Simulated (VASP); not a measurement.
# HfRu3 (P6_3/mmc) in VASP: reference runs

How does HfRu3 come out in PBE? The cell is run as given and disturbed.

Program: VASP 6.6.1. These are calculated values, not measurements. Logs are shortened: lines on timing, memory, paths and dates and some standing lists are left out, and cuts for length are marked.

### 1 The crystal as given

Symmetry: P6_3/mmc, No. 194, hexagonal system. Conventional cell: a = 5.665 Å, b = 5.665 Å, c = 4.459 Å, α = 90.00°, β = 90.00°, γ = 120.00°. Hf (site symmetry -6m2) has 12 Ru at 2.78 to 2.83 Å as nearest neighbours. Around Ru (site symmetry mm2) lie 8 Ru at 2.75 to 2.87 Å and 4 Hf at 2.78 to 2.83 Å.

The cell comes from a database or a generator and needn't be the stable form of this composition.

### 2 Single point, PBE

INCAR reads:

```
SYSTEM = HfRu3
ALGO = Normal
EDIFF = 1E-7
ENCUT = 520
GGA = PE
ISIF = 2
ISMEAR = -1
LASPH = .True.
LCHARG = .False.
LREAL = .False.
LWAVE = .False.
NBANDS = 62
NELM = 80
PREC = Accurate
SIGMA = 0.05
```

KPOINTS reads:

```
k-points
0
Gamma
  6 6 6
  0 0 0
```

POSCAR reads:

```
HfRu3
1.0
    5.6645123066      0.0000000000      0.0000000000
   -2.8322561533      4.9056115575      0.0000000000
    0.0000000000      0.0000000000      4.4592820000
Hf Ru
2 6
Direct
    0.3333333333      0.6666666667      0.7500000000
    0.6666666667      0.3333333333      0.2500000000
    0.1645950050      0.3291900100      0.2500000000
    0.1645950050      0.8354049950      0.2500000000
    0.6708099900      0.8354049950      0.2500000000
    0.8354049950      0.6708099900      0.7500000000
    0.8354049950      0.1645950050      0.7500000000
    0.3291900100      0.1645950050      0.7500000000
```

Potentials or basis: VASP PAW PBE potentials, release 64 (Hf_pv, Ru_pv).

Started as:

```
cat potpaw_PBE.64/Hf_pv/POTCAR potpaw_PBE.64/Ru_pv/POTCAR > POTCAR
mpirun -np 1 vasp_std > vasp.out
```

OUTCAR:

```text
SYSTEM = HfRu3
   EDIFF = 1E-7
   ENCUT = 520
   GGA = PE
   ISIF = 2
   ISMEAR = -1
   LASPH = .True.
   LREAL = .False.
   NELM = 80
   PREC = Accurate

 ion  position               nearest neighbor table
   1  0.333  0.667  0.750-   4 2.78   4 2.78   3 2.78   3 2.78   5 2.78   5 2.78   8 2.83   6 2.83
                             7 2.83   7 2.83   8 2.83   6 2.83
   2  0.667  0.333  0.250-   7 2.78   7 2.78   6 2.78   6 2.78   8 2.78   8 2.78   5 2.83   3 2.83
                             4 2.83   4 2.83   5 2.83   3 2.83
   3  0.165  0.329  0.250-   8 2.75   8 2.75   7 2.75   7 2.75   1 2.78   1 2.78   5 2.80   4 2.80
                             2 2.83   2 2.83   4 2.87   5 2.87
   4  0.165  0.835  0.250-   8 2.75   8 2.75   6 2.75   6 2.75   1 2.78   1 2.78   3 2.80   5 2.80
                             2 2.83   2 2.83   3 2.87   5 2.87
   5  0.671  0.835  0.250-   7 2.75   7 2.75   6 2.75   6 2.75   1 2.78   1 2.78   3 2.80   4 2.80
                             2 2.83   2 2.83   3 2.87   4 2.87
   6  0.835  0.671  0.750-   5 2.75   5 2.75   4 2.75   4 2.75   2 2.78   2 2.78   8 2.80   7 2.80
                             1 2.83   1 2.83   7 2.87   8 2.87
   7  0.835  0.165  0.750-   5 2.75   5 2.75   3 2.75   3 2.75   2 2.78   2 2.78   6 2.80   8 2.80
                             1 2.83   1 2.83   6 2.87   8 2.87
   8  0.329  0.165  0.750-   4 2.75   4 2.75   3 2.75   3 2.75   2 2.78   2 2.78   6 2.80   7 2.80
                             1 2.83   1 2.83   6 2.87   7 2.87

  LATTYP: Found a hexagonal cell.
 ALAT       =     5.6645123066
 C/A-ratio  =     0.7872314082

  Lattice vectors:

 A1 = (   5.6645123066,   0.0000000000,   0.0000000000)
 A2 = (  -2.8322561533,   4.9056115575,   0.0000000000)
 A3 = (   0.0000000000,   0.0000000000,   4.4592820000)

Analysis of symmetry for initial positions (statically):
=====================================================================
 Subroutine PRICEL returns:
 Original cell was already a primitive cell.

 Routine SETGRP: Setting up the symmetry group for a
 hexagonal supercell.

 Subroutine GETGRP returns: Found 24 space group operations
 (whereof 12 operations were pure point group operations)
 out of a pool of 24 trial point group operations.

The static configuration has the point symmetry D_3d.
 The point group associated with its full space group is D_6h.

Analysis of symmetry for dynamics (positions and initial velocities):
=====================================================================
 Subroutine PRICEL returns:
 Original cell was already a primitive cell.

 Routine SETGRP: Setting up the symmetry group for a
 hexagonal supercell.

 Subroutine GETGRP returns: Found 24 space group operations
 (whereof 12 operations were pure point group operations)
 out of a pool of 24 trial point group operations.

The dynamic configuration has the point symmetry D_3d.
 The point group associated with its full space group is D_6h.

 Subroutine INISYM returns: Found 24 space group operations
 (whereof 12 operations are pure point group operations),
 and found     1 'primitive' translations

----------------------------------------------------------------------------------------

                                     Primitive cell

  volume of cell :     123.9141

  direct lattice vectors                    reciprocal lattice vectors
     5.664512307  0.000000000  0.000000000     0.176537705  0.101924091  0.000000000
    -2.832256153  4.905611558  0.000000000     0.000000000  0.203848182  0.000000000
     0.000000000  0.000000000  4.459282000     0.000000000  0.000000000  0.224251348

  length of vectors
     5.664512307  5.664512307  4.459282000     0.203848182  0.203848182  0.224251348

  position of ions in fractional coordinates (direct lattice)
     0.333333333  0.666666667  0.750000000
     0.666666667  0.333333333  0.250000000
     0.164595005  0.329190010  0.250000000
     0.164595005  0.835404995  0.250000000
     0.670809990  0.835404995  0.250000000
     0.835404995  0.670809990  0.750000000
     0.835404995  0.164595005  0.750000000
     0.329190010  0.164595005  0.750000000

  ion indices of the primitive-cell ions
   primitive index   ion index
                 1           1
                 2           2
                 3           3
                 4           4
                 5           5
                 6           6
                 7           7
                 8           8

----------------------------------------------------------------------------------------

 KPOINTS: k-points

Automatic generation of k-mesh.
 Grid dimensions read from file:
 generate k-points for:    6    6    6

 Generating k-lattice:

  Cartesian coordinates                     Fractional coordinates (reciprocal lattice)
     0.029422951  0.016987349  0.000000000     0.166666667  0.000000000  0.000000000
     0.000000000  0.033974697  0.000000000     0.000000000  0.166666667  0.000000000
     0.000000000  0.000000000  0.037375225     0.000000000  0.000000000  0.166666667

  Length of vectors
     0.033974697  0.033974697  0.037375225

  Shift w.r.t. Gamma in fractional coordinates (k-lattice)
     0.000000000  0.000000000  0.000000000

 Subroutine IBZKPT returns following result:
 ===========================================

 Found     28 irreducible k-points:

 Following reciprocal coordinates:
            Coordinates               Weight
  0.000000  0.000000  0.000000      1.000000
  0.166667  0.000000  0.000000      6.000000
  0.333333  0.000000  0.000000      6.000000
  0.500000  0.000000  0.000000      3.000000
  0.166667  0.166667  0.000000      6.000000
  0.333333  0.166667  0.000000     12.000000
[... 16 lines left out ...]
  0.166667  0.000000  0.500000      6.000000
  0.333333  0.000000  0.500000      6.000000
 [... further k-points ...]
   k-points           NKPTS =     28   k-points in BZ     NKDIM =     28   number of bands    NBANDS=     62
   number of dos      NEDOS =    301   number of ions     NIONS =      8
   total plane-waves  NPLWV =  63504
   dimension x,y,z NGX =    42 NGY =   42 NGZ =   36
   dimension x,y,z NGXF=    84 NGYF=   84 NGZF=   72
   ions per type =               2   6
   NGX,Y,Z   is equivalent  to a cutoff of  12.33, 12.33, 13.42 a.u.
   NGXF,Y,Z  is equivalent  to a cutoff of  24.65, 24.65, 26.84 a.u.
 SYSTEM =  HfRu3
   PREC   = accura    normal or accurate (medium, high low for compatibility)
   ISTART =      0    job   : 0-new  1-cont  2-samecut
   ICHARG =      2    charge: 1-file 2-atom 10-const
   ISPIN  =      1    spin polarized calculation?
   LNONCOLLINEAR =      F non collinear calculations
   LSORBIT =      F    spin-orbit coupling
   LASPH  =      T    aspherical Exc in radial PAW
   ENCUT  =  520.0 eV  38.22 Ry    6.18 a.u.  10.53 10.53  8.29*2*pi/ulx,y,z
   NELM   =     80;   NELMIN=  2; NELMDL= -5     # of ELM steps
   EDIFF  = 0.1E-06   stopping-criterion for ELM
   LREAL  =      F    real-space projection
   EDIFFG = 0.1E-05   stopping-criterion for IOM
   NSW    =      0    number of steps for IOM
   IBRION =     -1    ionic relax: 0-MD 1-quasi-New 2-CG
   NFREE  =      0    steps in history (QN), initial steepest desc. (CG)
   ISIF   =      2    stress and relaxation
   ISYM   =      2    0-nonsym 1-usesym 2-fastsym
   POTIM  = 0.5000    time-step for ionic-motion
   TEBEG  =    0.0;   TEEND  =   0.0 temperature during run
   PSTRESS=    0.0 pullay stress
   NELECT =     104.0000    total number of electrons
   NUPDOWN=      -1.0000    fix difference up-down
   EMIN   =  10.00;   EMAX   =-10.00  energy-range for DOS
   EFERMI =   0.00;   METHOD = LEGACY
   ISMEAR =    -1;   SIGMA  =   0.05  broadening in eV -4-tet -1-fermi 0-gaus
   EFERMI_NEDOS =   21; number of points for ismear=-14 and -15
   IALGO  =     38    algorithm
   IMIX   =      4    mixing-type and parameters
     AMIX     =   0.40;   BMIX     =  1.00
     AMIX_MAG =   1.60;   BMIX_MAG =  1.00
  volume/ion in A,a.u.               =      15.49       104.53
  Fermi-wavevector in a.u.,A,eV,Ry     =   1.544231  2.918174 32.445145  2.384651
  Thomas-Fermi vector in A             =   2.649782
   LORBIT       =      0    0 simple, 1 ext, 2 COOP (PROOUT), +10 PAW based schemes
   GGA     = PE    functional components
   LHFCALC =     F    Hartree Fock is set to
   AEXX    =    0.0000 exact exchange contribution
   IVDW    =     0    specifies the selected vdW correction
   LEPSILON=     F    determine dielectric tensor
   LRPA    =     F    only Hartree local field effects (RPA)
 non-spin polarized calculation
  energy-cutoff  :      520.00
  volume of cell :      123.91
 maximum number of plane-waves:      3354
   NGX = 21   NGY = 21   NGZ = 17

 number of electron     103.9999985 magnetization

 Free energy of the ion-electron system (eV)
  ---------------------------------------------------
  ext. energy  EPLUGINS =         0.00000000
  ---------------------------------------------------
  free energy    TOTEN  =       -76.79155795 eV

  energy without entropy =      -76.70618094  energy(sigma->0) =      -76.74886945

 E-fermi :   9.7000     XC(G=0): -13.2377

 val. band max:        9.6854424298   @ k =   0.5000   0.0000   0.0000
 cond. band min:       9.7016114690   @ k =   0.3333   0.3333   0.0000
 fundamental gap:      0.0161690392
 Fermi energy:         9.6999975948

 k-point     1 :       0.0000    0.0000    0.0000
  band No.  band energies     occupation
      1     -32.9393      2.00000
      2     -32.8859      2.00000
      3     -32.7562      2.00000
      4     -32.7444      2.00000
      5     -32.7444      2.00000
      6     -32.7050      2.00000
[... 54 lines left out ...]
     61      13.4668      0.00000
     62      13.4673      0.00000

 k-point     2 :       0.1667    0.0000    0.0000
  band No.  band energies     occupation
      1     -32.9331      2.00000
      2     -32.8632      2.00000
      3     -32.7508      2.00000
      4     -32.7449      2.00000
      5     -32.7377      2.00000
      6     -32.7016      2.00000
[... 54 lines left out ...]
     61      13.3565      0.00000
     62      13.6572      0.00000

 k-point     3 :       0.3333    0.0000    0.0000
  band No.  band energies     occupation
      1     -32.9192      2.00000
      2     -32.8097      2.00000
      3     -32.7653      2.00000
      4     -32.7459      2.00000
      5     -32.7136      2.00000
      6     -32.6791      2.00000
[... 1354 lines left out ...]
     61      12.6252      0.00000
     62      12.6252      0.00000

 k-point    24 :       0.3333    0.0000    0.5000
  band No.  band energies     occupation
      1     -32.8434      2.00000
      2     -32.8434      2.00000
      3     -32.7955      2.00000
      4     -32.7955      2.00000
      5     -32.7925      2.00000
      6     -32.7925      2.00000
[... 54 lines left out ...]
     61      12.7447      0.00000
     62      12.7447      0.00000

 [... further k-points ...]
[... 5 lines left out ...]
  --------------------------------------------------------------------------------------
  -------------------------------------------------------------------------------------
  Total       -1.1260592     -1.1260592     -1.5523228      0.0000000      0.0000000      0.0000000
  in kB      -14.5596590    -14.5596590    -20.0711386      0.0000000      0.0000000      0.0000000
  external PRESSURE =     -16.3968189 kB  Pullay stress =       0.0000000 kB

 VOLUME and BASIS-vectors are now :
 -----------------------------------------------------------------------------
  energy-cutoff  :      520.00
  volume of cell :      123.91
      direct lattice vectors                 reciprocal lattice vectors
     5.664512307  0.000000000  0.000000000     0.176537705  0.101924091  0.000000000
    -2.832256153  4.905611558  0.000000000     0.000000000  0.203848182  0.000000000
     0.000000000  0.000000000  4.459282000     0.000000000  0.000000000  0.224251348

 POSITION                                       TOTAL-FORCE (eV/Angst)
 -----------------------------------------------------------------------------------
     -0.00000      3.27041      3.34446         0.000000      0.000000      0.000000
      2.83226      1.63520      1.11482        -0.000000      0.000000      0.000000
      0.00000      1.61488      1.11482        -0.000000     -0.050003     -0.000000
     -1.43373      4.09817      1.11482        -0.043304      0.025002      0.000000
      1.43373      4.09817      1.11482         0.043304      0.025002      0.000000
      2.83226      3.29073      3.34446         0.000000      0.050003      0.000000
      4.26599      0.80744      3.34446         0.043304     -0.025002     -0.000000
      1.39853      0.80744      3.34446        -0.043304     -0.025002     -0.000000
 -----------------------------------------------------------------------------------
    total drift:                               -0.000000      0.000000      0.000000

  FREE ENERGIE OF THE ION-ELECTRON SYSTEM (eV)
  ---------------------------------------------------
  free  energy   TOTEN  =       -76.7915579510 eV

  energy  without entropy=      -76.7061809422  energy(sigma->0) =      -76.74886945
```

Wall time 2.4 min (1 thread of AMD EPYC 9R45 (Zen 5), shared host); peak memory 0.3 GiB.

Results:

| Quantity | Value |
| --- | --- |
| Free energy | -76.7916 eV |
| Pressure | -1.6 GPa |
| Largest force | 0.050 eV/Å |
| Band gap on the k mesh | none (metal or under the smearing width) |

Forces in eV/Å, atoms in the order of the input:
```
Hf   0.000  0.000  0.000
Hf   0.000  0.000  0.000
Ru   0.000 -0.050  0.000
Ru  -0.043  0.025  0.000
Ru   0.043  0.025  0.000
Ru   0.000  0.050  0.000
Ru   0.043 -0.025  0.000
Ru  -0.043 -0.025  0.000
```

Levels at points of the mesh, in eV from the Fermi level:
```csv
k point,band 50,band 51,band 52,band 53,band 54,band 55
"(0.00, 0.00, 0.00)",-0.55,-0.32,-0.32,-0.09,0.82,1.49
"(0.50, 0.00, 0.00)",-0.63,-0.59,-0.41,-0.11,-0.01,0.26
"(0.00, 0.00, 0.50)",0.02,0.83,0.83,0.83,0.83,1.69
"(0.50, 0.00, 0.50)",-0.81,-0.79,-0.79,0.06,0.06,0.46
```

### 3 Single point, PBE (atoms moved at random, drawn with an rms of 0.05 Å)

INCAR reads:

```
ALGO = Normal
EDIFF = 1E-7
ENCUT = 520
GGA = PE
ISIF = 2
ISMEAR = -1
LASPH = True
LCHARG = False
LREAL = False
LWAVE = False
NBANDS = 62
NELM = 60
PREC = Accurate
SIGMA = 0.05
```

KPOINTS reads:

```
k-points
0
Gamma
  6 6 6
```

POSCAR reads:

```
HfRu3
1.0
    5.6645123066      0.0000000000      0.0000000000
   -2.8322561533      4.9056115575      0.0000000000
    0.0000000000      0.0000000000      4.4592820000
Hf Ru
2 6
Direct
    0.3352180000      0.6596870000      0.7567690000
    0.6705080000      0.3432210000      0.2512300000
    0.1652330000      0.3318930000      0.2414270000
    0.1568960000      0.8275080000      0.2569390000
    0.6653670000      0.8425240000      0.2454400000
    0.8317180000      0.6655900000      0.7507100000
    0.8405410000      0.1576970000      0.7481300000
    0.3145490000      0.1567040000      0.7549540000
```

Potentials or basis: VASP PAW PBE potentials, release 64 (Hf_pv, Ru_pv).

Started as:

```
cat potpaw_PBE.64/Hf_pv/POTCAR potpaw_PBE.64/Ru_pv/POTCAR > POTCAR
mpirun -np 1 vasp_std > vasp.out
```

Wall time 13 min (1 thread of AMD EPYC 9R45 (Zen 5), shared host); peak memory 0.66 GiB.

It converged, with:

| Item | Value |
| --- | --- |
| Free energy | -76.6972 eV |
| Pressure | -1.0 GPa |
| Largest force | 0.602 eV/Å |
| Band gap on the k mesh | none (metal or under the smearing width) |

Forces in eV/Å, atoms in the order of the input:
```
Hf  -0.332  0.348 -0.363
Hf  -0.231 -0.540 -0.047
Ru  -0.039 -0.270  0.460
Ru   0.176  0.462 -0.131
Ru   0.224 -0.098  0.230
Ru   0.218  0.059  0.037
Ru  -0.559  0.056 -0.029
Ru   0.542 -0.018 -0.157
```

Stress tensor (GPa, compression positive):
```
-1.65  0.66  0.10
 0.66 -0.10 -0.09
 0.10 -0.09 -1.22
```

Levels at points of the mesh, in eV from the Fermi level:
| k point | band 49 | band 50 | band 51 | band 52 | band 53 | band 54 | band 55 | band 56 |
| --- | --- | --- | --- | --- | --- | --- | --- | --- |
| (0.00, 0.00, 0.00) | -0.61 | -0.51 | -0.40 | -0.19 | -0.08 | 0.79 | 1.48 | 1.77 |
| (0.50, 0.00, 0.00) | -0.71 | -0.62 | -0.59 | -0.42 | -0.18 | 0.00 | 0.19 | 0.86 |
| (0.00, 0.50, 0.00) | -0.77 | -0.70 | -0.53 | -0.42 | -0.11 | -0.03 | 0.25 | 0.73 |
| (0.50, 0.50, 0.00) | -0.76 | -0.67 | -0.51 | -0.41 | -0.14 | -0.02 | 0.22 | 0.94 |
| (0.00, 0.00, 0.50) | 0.03 | 0.04 | 0.75 | 0.83 | 0.85 | 0.96 | 1.66 | 1.68 |
| (0.50, 0.00, 0.50) | -0.86 | -0.75 | -0.66 | -0.60 | 0.04 | 0.07 | 0.31 | 0.54 |
| (0.00, 0.50, 0.50) | -0.85 | -0.82 | -0.78 | -0.74 | -0.06 | 0.12 | 0.55 | 0.62 |
| (0.50, 0.50, 0.50) | -0.83 | -0.80 | -0.64 | -0.56 | 0.02 | 0.13 | 0.34 | 0.42 |
